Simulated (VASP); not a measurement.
FeSi (B20) is relaxed at rising pressure, each step from the one before. Symmetry mostly holds the structure type, and other phases were not tried. The mesh follows the cell, and a change of mesh leaves a small step in the series.

Input:

```
FeSi
1.0
    4.37306     0.00000     0.00000
    0.00000     4.37306     0.00000
    0.00000     0.00000     4.37306
Fe Si
4 4
Direct
  0.86280   0.63720   0.36280
  0.36280   0.86280   0.63720
  0.13720   0.13720   0.13720
  0.63720   0.36280   0.86280
  0.15909   0.34091   0.65909
  0.65909   0.15909   0.34091
  0.84091   0.84091   0.84091
  0.34091   0.65909   0.15909
```

All values below come from LDA (Ceperley-Alder, Perdew-Zunger), VASP's LDA PAW potentials (set 64) (plane waves; VASP). Run with 500 eV cut-off, 5×5×5 Γ-centred mesh, Gaussian smearing of 0.050 eV, potentials Fe Si.

| P (GPa) | V (Å³/atom) | H − H(0) (eV/atom) | space group | k-mesh |
|---|---|---|---|---|
| 0 | 10.45 | 0.000 | P2_13 | 5×5×5 |
| 5 | 10.25 | 0.323 | P2_13 | 5×5×5 |
| 10 | ___ | ___ | P2_13 | 5×5×5 |
| 20 | ___ | ___ | P2_13 | 5×5×5 |
| 30 | 9.51 | 1.861 | P2_13 | 5×5×5 |
| 45 | 9.16 | 2.735 | P2_13 | 5×5×5 |

Complete the blanks.

- 10, V (Å³/atom): 10.08
- 10, H − H(0) (eV/atom): 0.640
- 20, V (Å³/atom): 9.77
- 20, H − H(0) (eV/atom): 1.260

Pressures at which the relaxation failed are left out.

The compound is FeSi in the B20 structure. The run is not spin-polarised, so no magnetic state was tried.
